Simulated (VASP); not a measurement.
# AlN: GW quasiparticle gap, part 5 of 5

How does the gap of AlN change from the starting functional to GW? The cell is of the zinc-blende type, one of the forms listed for this formula. The start is a computed cell from the Materials Project.

VASP 6.6.1, plane waves and PAW; the level of theory is named at each step.

So far, quasiparticle gap on the mesh (eV): step 3 (evGW0, evGW0 on PBE) 4.97; step 4 (evGW, evGW on PBE) 5.41; step 5 (QPGW0, QPGW0 on PBE) 5.34.

### Step 7. Another starting point

This step: HSE06; plane waves and PAW (Al_GW, N_GW) (VASP 6.6.1).

To see how much the result owes to its start, the ground state is made again with HSE06. EDIFF is tight for accurate orbitals, and a narrow smearing avoids fractional occupations.

Contents of INCAR:

```
SYSTEM = AlN
PREC = Accurate
ENCUT = 450
EDIFF = 1E-08
NELM = 100
ISMEAR = 0
SIGMA = 0.01
LREAL = .FALSE.
ALGO = Normal
LHFCALC = .TRUE.
AEXX = 0.25
GGA = PE
HFSCREEN = 0.2
LASPH = .TRUE.
NBANDS = 10
PRECFOCK = Fast
LORBIT = 11
LWAVE = .TRUE.
LCHARG = .FALSE.
KPAR = 8
```

Contents of POSCAR:

```
AlN
1.0
    0.0000000000      2.1839935596      2.1839935596
    2.1839935596      0.0000000000      2.1839935596
    2.1839935596      2.1839935596      0.0000000000
Al N
1 1
Direct
    0.0000000000      0.0000000000      0.0000000000
    0.2500000000      0.2500000000      0.2500000000
```

Contents of KPOINTS:

```
Automatic mesh
0
Gamma
4 4 4
0 0 0
```

Potentials, in the order of the species: Al_GW and N_GW (PBE family, release 64).

The run starts from files that an earlier step left in the folder.

Started as:

```console
$ mpirun -np 8 vasp_std
```

The program printed:

```text
[banner, memory and clock lines left out]
running    8 mpi-ranks, on    1 nodes
 distrk:  each k-point on    1 cores,    8 groups
 distr:  one band on    1 cores,    1 groups

 POSCAR found type information on POSCAR AlN
 POSCAR found :  2 types and       2 ions
 [... a notice as in an earlier step ...]

 LDA part: xc-table for (Slater+PW92), standard interpolation
 found WAVECAR, reading the header
 POSCAR, INCAR and KPOINTS ok, starting setup
 FFT: planning ... GRIDC
 FFT: planning ... GRID_SOFT
 FFT: planning ... GRID
 reading WAVECAR
 the WAVECAR file was read successfully
 initial charge from wavefunction
 entering main loop
       N       E                     dE             d eps       ncg     rms          rms(c)
DAV:   1    -0.173995997332E+02   -0.17400E+02   -0.32043E-01   162   0.585E+00    0.341E-01
DAV:   2    -0.174010645228E+02   -0.14648E-02   -0.26651E-03   196   0.405E-01    0.223E-01
DAV:   3    -0.174005207555E+02    0.54377E-03   -0.14860E-04   184   0.144E-01    0.131E-01
DAV:   4    -0.174003293342E+02    0.19142E-03   -0.67287E-05   180   0.994E-02    0.765E-02
DAV:   5    -0.174002661665E+02    0.63168E-04   -0.24456E-05   188   0.620E-02    0.447E-02
DAV:   6    -0.174002453747E+02    0.20792E-04   -0.79263E-06   180   0.386E-02    0.260E-02
DAV:   7    -0.174002389710E+02    0.64037E-05   -0.26232E-06   192   0.229E-02    0.150E-02
DAV:   8    -0.174002367334E+02    0.22376E-05   -0.89871E-07   184   0.133E-02    0.875E-03
DAV:   9    -0.174002359384E+02    0.79499E-06   -0.30827E-07   200   0.764E-03    0.514E-03
DAV:  10    -0.174002355715E+02    0.36693E-06   -0.10603E-07   184   0.444E-03    0.304E-03
DAV:  11    -0.174002354666E+02    0.10492E-06   -0.36625E-08   170   0.264E-03    0.180E-03
DAV:  12    -0.174002353851E+02    0.81421E-07   -0.12259E-08    88   0.157E-03    0.108E-03
DAV:  13    -0.174002353689E+02    0.16273E-07   -0.54680E-09    86   0.937E-04    0.644E-04
DAV:  14    -0.174002353805E+02   -0.11648E-07   -0.19705E-09    86   0.511E-04    0.390E-04
DAV:  15    -0.174002354013E+02   -0.20766E-07   -0.67523E-10    86   0.289E-04    0.239E-04
DAV:  16    -0.174002354133E+02   -0.12046E-07   -0.22295E-10    86   0.172E-04    0.147E-04
DAV:  17    -0.174002354172E+02   -0.38807E-08   -0.85526E-11    86   0.108E-04
   1 F= -.17400235E+02 E0= -.17400235E+02  d E =-.411705E-27
 writing wavefunctions
```

It took 27 s on 8 MPI ranks of Intel Xeon Platinum 8259CL at 2.50GHz (Skylake/Cascade Lake), shared host; peak memory 1.7 GiB.

From OUTCAR (step 7):

```text
   k-points           NKPTS =      8   k-points in BZ     NKDIM =     64   number of bands    NBANDS=     10

   NELECT =       8.0000    total number of electrons

  exchange ACFDT corr.  =         0.00000000  see jH, gK, PRB 81, 115126

 E-fermi :   4.0898

 k-point     1 :       0.0000    0.0000    0.0000
  band No.  band energies     occupation
      1     -12.4396      2.00000
      2       4.0157      2.00000
      3       4.0157      2.00000
      4       4.0157      2.00000
      5       9.6119      0.00000
      6      18.2745      0.00000
      7      18.2745      0.00000
      8      18.2745      0.00000
      9      23.5463      0.00000
    ...

 POSITION                                       TOTAL-FORCE (eV/Angst)
 -----------------------------------------------------------------------------------
      0.00000      0.00000      0.00000        -0.000000     -0.000000     -0.000000
      1.09200      1.09200      1.09200         0.000000      0.000000      0.000000
 -----------------------------------------------------------------------------------
    total drift:                               -0.000001      0.000000     -0.000000

  FREE ENERGIE OF THE ION-ELECTRON SYSTEM (eV)
  ---------------------------------------------------
  free  energy   TOTEN  =       -17.4002354172 eV

  energy  without entropy=      -17.4002354172  energy(sigma->0) =      -17.40023542

[... 7 parts as in an earlier step ...]

[... 9 further parts left out ...]
```

The k-mesh is coarse for exact exchange; levels may shift by about 0.1 eV on a finer one. The PAW data sets were made with PBE, which is usual practice but a small mismatch for other functionals.

Numbers from this step:

```
free energy (TOTEN)            : -17.40 eV
Fermi energy                   : 4.090 eV
gap on the k-mesh              : 4.567 eV
least direct gap on the k-mesh : 5.596 eV
```

### Step 8. Empty bands, functional HSE06

The next step needs empty bands that the ground-state run didn't converge, so the Hamiltonian is diagonalised exactly for NBANDS bands, in a single step. LOPTICS writes the k-derivatives of the orbitals (WAVEDER), which give the long-wavelength limit of the screening.

Contents of INCAR:

```
SYSTEM = AlN
PREC = Accurate
ENCUT = 450
ISMEAR = 0
SIGMA = 0.01
LREAL = .FALSE.
LHFCALC = .TRUE.
AEXX = 0.25
GGA = PE
HFSCREEN = 0.2
LASPH = .TRUE.
NBANDS = 136
PRECFOCK = Fast
ALGO = Exact
NELM = 1
LWAVE = .TRUE.
LCHARG = .FALSE.
LOPTICS = .TRUE.
NEDOS = 1000
CSHIFT = 0.1
```

POSCAR is that of step 7.

KPOINTS is that of step 7.

The run starts from files that an earlier step left in the folder.

Started as:

```console
$ mpirun -np 8 vasp_std
```

The program printed:

```text
[banner, memory and clock lines left out]
running    8 mpi-ranks, on    1 nodes
[...]
[... a notice as in an earlier step ...]

 LDA part: xc-table for (Slater+PW92), standard interpolation
 found WAVECAR, reading the header
  number of bands has changed, file:    10 present:   136
  trying to continue reading WAVECAR, but it might fail
 POSCAR, INCAR and KPOINTS ok, starting setup
[...]
reading WAVECAR
 random initialization beyond band           10
 the WAVECAR file was read successfully
 initial charge from wavefunction
 entering main loop
       N       E                     dE             d eps       ncg     rms          rms(c)
DIA:   1    -0.174002354223E+02   -0.17400E+02    0.00000E+00     0   0.000E+00
   1 F= -.17400235E+02 E0= -.17400235E+02  d E =0.000000E+00
 writing wavefunctions
 optical routines
 imaginary and real dielectric function
 recalculating local potential from charge density
 direction            1
 direction            2
 direction            3
```

The job ended after 54 s (8 MPI ranks; peak memory 1.8 GiB; 5.9 min of CPU time).

From OUTCAR (step 8):

```text
 POSITION                                       TOTAL-FORCE (eV/Angst)
 -----------------------------------------------------------------------------------
      0.00000      0.00000      0.00000         0.000000      0.000000      0.000000
      1.09200      1.09200      1.09200        -0.000000     -0.000000     -0.000000
 -----------------------------------------------------------------------------------
    total drift:                               -0.000001      0.000000     -0.000000

  FREE ENERGIE OF THE ION-ELECTRON SYSTEM (eV)
  ---------------------------------------------------
  free  energy   TOTEN  =       -17.4002354223 eV

  energy  without entropy=      -17.4002354223  energy(sigma->0) =      -17.40023542

[... 2 parts as in an earlier step ...]

[... 1 further part left out ...]
[key lines of the parts left out:]
E-fermi :   4.2169
```

### Step 9. G0W0

This step: G0W0 on HSE06; plane waves and PAW (Al_GW, N_GW) (VASP 6.6.1).

One pass of GW corrects the levels to first order, with G and W from the starting orbitals.

Contents of INCAR:

```
SYSTEM = AlN
PREC = Accurate
ENCUT = 450
ISMEAR = 0
SIGMA = 0.01
LREAL = .FALSE.
LHFCALC = .TRUE.
AEXX = 0.25
GGA = PE
HFSCREEN = 0.2
LASPH = .TRUE.
NBANDS = 136
PRECFOCK = Fast
ALGO = EVGW0
NELMGW = 1
ENCUTGW = 200
NOMEGA = 64
NBANDSGW = 16
LWAVE = .FALSE.
LCHARG = .FALSE.
```

POSCAR is that of step 8.

KPOINTS is that of step 8.

The WAVECAR or CHGCAR of an earlier step is read.

Started as:

```console
$ mpirun -np 8 vasp_std
```

The program printed:

```text
[banner, memory and clock lines left out]
running    8 mpi-ranks, on    1 nodes
 distrk:  each k-point on    8 cores,    1 groups
 distr:  one band on    1 cores,    8 groups

 POSCAR found type information on POSCAR AlN
 POSCAR found :  2 types and       2 ions
 [... a notice as in an earlier step ...]

 [... a notice as in an earlier step ...]

 LDA part: xc-table for (Slater+PW92), standard interpolation
 found WAVECAR, reading the header
 POSCAR, INCAR and KPOINTS ok, starting setup
 FFT: planning ... GRIDC
 FFT: planning ... GRID_SOFT
 FFT: planning ... GRID
 reading WAVECAR
 the WAVECAR file was read successfully
 initial charge from wavefunction
 available memory per node:     66.54 GB, setting MAXMEM to     68136

 The Fermi energy was updated, please check that it is located mid-gap
 values below the HOMO (VB) or above the LUMO (CB) will cause erroneous energies
 E-fermi :   6.2994

 calculate exact exchange contribution
 the WAVEDER file was read successfully
energies w=
    0.000    0.000    0.614    0.000    1.226    0.000    1.835    0.000
    2.441    0.000    3.041    0.000    3.636    0.000    4.223    0.000
    4.803    0.000    5.375    0.000    5.940    0.000    6.496    0.000
    7.045    0.000    7.586    0.000    8.121    0.000    8.650    0.000
    9.173    0.000    9.691    0.000   10.205    0.000   10.717    0.000
   11.226    0.000   11.735    0.000   12.244    0.000   12.755    0.000
   13.268    0.000   13.785    0.000   14.308    0.000   14.838    0.000
   15.376    0.000   15.925    0.000   16.486    0.000   17.062    0.000
   17.654    0.000   18.265    0.000   18.899    0.000   19.557    0.000
   20.245    0.000   20.965    0.000   21.722    0.000   22.521    0.000
   23.370    0.000   24.274    0.000   25.242    0.000   26.284    0.000
   27.412    0.000   28.639    0.000   29.983    0.000   31.464    0.000
   33.108    0.000   34.947    0.000   37.021    0.000   39.382    0.000
   42.098    0.000   45.258    0.000   48.984    0.000   53.445    0.000
   58.884    0.000   65.659    0.000   74.329    0.000   85.807    0.000
  101.700    0.000  125.120    0.000  162.996    0.000  234.490    0.000
 responsefunction array rank=     144
 LDA part: xc-table for (Slater+PW92), standard interpolation

 min. memory requirement per mpi rank     84.1 MB, per node    672.6 MB

 allocating   8 responsefunctions rank=   144
 shmem allocating  64 responsefunctions rank=   144
 response function shared by NCSHMEM nodes    1
 Doing            8  frequencies on each core in blocks of           64
NQ=   1    0.0000    0.0000    0.0000,
|.........|.........|.........|.........|.........|.........|.........|.........
 performed        102000 updates of chi_q(r,r)
 total number of BLAS operations         15.38 Gflops
NQ=   2    0.2500    0.0000    0.0000,
|.........|.........|.........|.........|.........|.........|.........|.........
 performed        326000 updates of chi_q(r,r)
 total number of BLAS operations         49.54 Gflops
NQ=   3    0.5000    0.0000    0.0000,
|.........|.........|.........|.........|.........|.........|.........|.........
 performed        515000 updates of chi_q(r,r)
 total number of BLAS operations         78.40 Gflops
NQ=   4    0.2500    0.2500    0.0000,
|.........|.........|.........|.........|.........|.........|.........|.........
 performed        739000 updates of chi_q(r,r)
 total number of BLAS operations        110.14 Gflops
NQ=   5    0.5000    0.2500    0.0000,
|.........|.........|.........|.........|.........|.........|.........|.........
 performed       1059000 updates of chi_q(r,r)
 total number of BLAS operations        154.74 Gflops
NQ=   6   -0.2500    0.2500    0.0000,
|.........|.........|.........|.........|.........|.........|.........|.........
 performed       1344000 updates of chi_q(r,r)
 total number of BLAS operations        195.71 Gflops
NQ=   7    0.5000    0.5000    0.0000,
|.........|.........|.........|.........|.........|.........|.........|.........
 performed       1507000 updates of chi_q(r,r)
 total number of BLAS operations        216.45 Gflops
NQ=   8   -0.2500    0.5000    0.2500,
|.........|.........|.........|.........|.........|.........|.........|.........
 performed       1722000 updates of chi_q(r,r)
 total number of BLAS operations        252.21 Gflops
 resolving degeneracies of screened two electron integrals

 calculate QP shifts <psi_nk| G(iteration)W_0 |psi_nk>: iteration 1
 entering main loop
```

It took 14 s on 8 MPI ranks; peak memory 1.9 GiB; 1.8 min of CPU time.

From OUTCAR (step 9):

```text
   NELECT =       8.0000    total number of electrons

 E-fermi :   6.2994

 QP shifts <psi_nk| G(iteration)W_0 |psi_nk>: iteration 1
 for sc-GW calculations column KS-energies equals QP-energies in previous step
 and V_xc(KS)=  KS-energies - (<T + V_ion + V_H > + <T+V_H+V_ion>^1  + <V_x>^1)
 k-point   1 :       0.0000    0.0000    0.0000
  band No.  KS-energies  QP-energies   sigma(KS)   V_xc(KS)     V^pw_x(r,r')   Z            occupation Imag(sigma)
      1     -12.4396     -12.5350     -17.4470     -17.3180     -24.8653       0.7389       2.0000       1.1455
      2       4.0157       3.5723     -18.2224     -17.6711     -20.9204       0.8044       2.0000       0.0528
      3       4.0157       3.5723     -18.2224     -17.6711     -20.9204       0.8044       2.0000       0.0528
      4       4.0157       3.5723     -18.2224     -17.6711     -20.9204       0.8044       2.0000       0.0528
      5       9.6119      10.0597     -11.3167     -11.8588      -7.3682       0.8258       0.0000      -0.0495
      6      18.2745      18.7683      -8.8609      -9.4616      -3.9990       0.8221       0.0000      -0.0822
      7      18.2745      18.7683      -8.8609      -9.4616      -3.9990       0.8221       0.0000      -0.0822
      8      18.2745      18.7683      -8.8609      -9.4616      -3.9990       0.8221       0.0000      -0.0822
    ...

 k-point   2 :       0.2500    0.0000    0.0000
  band No.  KS-energies  QP-energies   sigma(KS)   V_xc(KS)     V^pw_x(r,r')   Z            occupation Imag(sigma)
      1     -11.5322     -11.6091     -17.8348     -17.7336     -25.1340       0.7591       2.0000       1.0348
      2       0.5180      -0.0130     -16.2380     -15.5612     -19.3784       0.7847       2.0000       0.0666
      3       3.7360       3.2799     -18.0731     -17.5049     -20.8103       0.8028       2.0000       0.0531
      4       3.7360       3.2799     -18.0731     -17.5049     -20.8103       0.8028       2.0000       0.0531
      5      11.9905      12.4702     -11.5004     -12.0852      -7.2696       0.8203       0.0000      -0.0554
      6      16.7148      17.1825     -10.1533     -10.7296      -5.2499       0.8116       0.0000      -0.0837
      7      18.0290      18.4515      -8.7729      -9.2897      -3.8616       0.8175       0.0000      -0.0943
      8      18.0290      18.4515      -8.7729      -9.2897      -3.8616       0.8175       0.0000      -0.0943
    ...

[... 8 parts as in an earlier step ...]

[... 8 further parts left out ...]
```

Numbers from this step:

| Quantity | Value |
| --- | --- |
| quasiparticle gap on the mesh | 5.321 eV |
| smallest direct quasiparticle gap on the mesh | 6.487 eV |
| gap of the starting orbitals on the mesh | 4.567 eV |

GW takes the gap from 4.567 to 5.321 eV. That is +647 meV against the one-shot pass on PBE. The value holds for 136 bands, ENCUTGW = 200 eV and this mesh, and isn't shown to be converged in them.

### Step 10. Summary

This step: GW series: evGW0 on PBE, evGW on PBE, QPGW0 on PBE, G0W0 on HSE06; plane waves and PAW (VASP 6.6.1).

No new run; the numbers come from the runs before.

Cost is wall time times ranks on a shared host, with the step that makes the empty bands. GW runs:

```
        level  bands  ENCUTGW (eV)  NOMEGA  k mesh  starting gap (eV)  quasiparticle gap (eV)  direct gap (eV)  cost (core minutes)
 evGW0 on PBE    136           200      64   4x4x4               3.29                   4.967            6.121                 9.01
  evGW on PBE    136           200      64   4x4x4               3.29                    5.41            6.574                 8.88
 QPGW0 on PBE    136           200      64   4x4x4               3.29                   5.338            6.295                31.03
G0W0 on HSE06    136           200      64   4x4x4              4.567                   5.321            6.487                 9.07
```

### Step 11. What came out

```yaml
evgw0_on_pbe_136_bands_encutgw_200_ev_nomega_64_mesh_4x4x4: 3.290 → 4.967 eV
evgw_on_pbe_136_bands_encutgw_200_ev_nomega_64_mesh_4x4x4: 3.290 → 5.409 eV
qpgw0_on_pbe_136_bands_encutgw_200_ev_nomega_64_mesh_4x4x4: 3.290 → 5.338 eV
g0w0_on_hse06_136_bands_encutgw_200_ev_nomega_64_mesh_4x4x4: 4.567 → 5.321 eV
```

What this shows: evGW0 gives a quasiparticle gap of 4.967 eV on the mesh, 1.68 eV over the PBE gap on the same mesh. Over the final values of the levels run here the gap spans 4.97 to 5.41 eV. In evGW0 the first pass, which is the one-shot result, gives 4.673 eV and pass 4 gives 4.967 eV; the last pass changed the gap by +8 meV, so the loop is converged. In evGW the first pass, which is the one-shot result, gives 4.673 eV and pass 4 gives 5.410 eV; the last pass changed the gap by +53 meV, so more passes would move it further. In QPGW0 the first pass gives 4.689 eV and pass 4 gives 5.338 eV; the last pass changed the gap by +98 meV, so more passes would move it further. One-shot gaps: 4.673 eV from PBE and 5.321 eV from HSE06. The starting gaps span 1.28 eV and the one-shot gaps 0.65 eV. Bands, response cutoff and mesh weren't tested for convergence, and band edges off the mesh aren't seen. On a mesh this coarse the value is a test of cost more than a converged gap. Not tabulated here, as repeats of values shown or as unfit to read for their mesh, reference level or band range: eps2 curves (empty bands); eps1 curves and static values (empty bands); gaps (empty bands).

[Lines on the potential files, build, host, timing and source positions are cut from VASP's logs without a mark.]

[Logs are printed without paths, hosts, clocks, repeated set-up lines and the standing remarks that a program may print on its own settings, such as how far it seeks lower states.]

[Hosts, paths, dates, database ids (printed as entryN), source tags and the programs' standing remarks are cut or masked in the printed files.]

[Pressures printed for these runs are not shown converged in the cutoff: they can be off by several GPa and have the wrong sign.]
